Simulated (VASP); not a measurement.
# MgCd (space group C2/m): computed properties

Level of theory: PBEsol GGA, VASP's PBE PAW potentials (set 64) (plane waves; VASP).

```
Item                                                                                                         Value
----------------------------------  ------------------------------------------------------------------------------
space group                                                                                              C2/m (12)
cell                                a = 11.0876 Å, b = 3.1506 Å, c = 5.2283 Å, α = 90.00°, β = 115.34°, γ = 90.00°
volume per atom                                                                                      20.63 Å³/atom
band gap (over mesh and band path)                                        none (metal, semimetal or under 0.01 eV)
band gap with spin-orbit coupling                                                                  none (metallic)
density                                                                                                 5.50 g/cm³
```

```cif
data_Cd2Mg2
_chemical_formula_sum 'Mg2 Cd2'
_space_group_name_H-M_alt 'P 1'
_space_group_IT_number 1
_cell_length_a 5.76325
_cell_length_b 5.76325
_cell_length_c 5.22827
_cell_angle_alpha 114.307
_cell_angle_beta 114.307
_cell_angle_gamma 31.726
loop_
_space_group_symop_operation_xyz
  'x, y, z'
loop_
_atom_site_label
_atom_site_type_symbol
_atom_site_fract_x
_atom_site_fract_y
_atom_site_fract_z
_atom_site_occupancy
Mg1 Mg 0.12105 0.12105 0.79374 1
Mg2 Mg 0.87895 0.87895 0.20626 1
Cd1 Cd 0.37285 0.37285 0.70880 1
Cd2 Cd 0.62715 0.62715 0.29120 1
```

The structure comes from a computed database's MgCd entry (C2/m); how it stands against other phases isn't given here. It was relaxed first. Symmetry was kept, so distortions that lower it aren't found.
